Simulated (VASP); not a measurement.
# Zn4SSe3 (ordered alloy cell): computed properties

These are PBEsol GGA, VASP's PBE PAW potentials (set 64) (plane waves; VASP) values and carry that method's errors.

```
Item                                                                              Value
---------------------------------------------  ----------------------------------------
space group                                                                 P-43m (215)
cell                                           a = b = c = 5.5667 Å, α = β = γ = 90.00°
volume per atom                                                           21.56 Å³/atom
band gap (over mesh and band path)                                              1.39 eV
smallest direct gap (over mesh and band path)                                   1.39 eV
band-edge character                                                      direct, Γ to Γ
density                                                                      5.11 g/cm³
```

```cif
data_SSe3Zn4
_chemical_formula_sum 'Zn4 Se3 S1'
_space_group_name_H-M_alt 'P-43m'
_space_group_IT_number 215
_space_group_name_Hall 'P -4 2 3'
_cell_length_a 5.56669
_cell_length_b 5.56669
_cell_length_c 5.56669
_cell_angle_alpha 90.000
_cell_angle_beta 90.000
_cell_angle_gamma 90.000
loop_
_atom_site_label
_atom_site_type_symbol
_atom_site_symmetry_multiplicity
_atom_site_Wyckoff_symbol
_atom_site_fract_x
_atom_site_fract_y
_atom_site_fract_z
_atom_site_occupancy
Zn1 Zn 4 e 0.25695 0.25695 0.25695 1
Se1 Se 3 d 0.00000 0.00000 0.50000 1
S1 S 1 b 0.50000 0.50000 0.50000 1
```

The structure was generated: Zn4SSe3 was put into an ordered model structure (P-43m), which need not be its known phase. It was relaxed first. Symmetry was kept, so distortions that lower it aren't found.
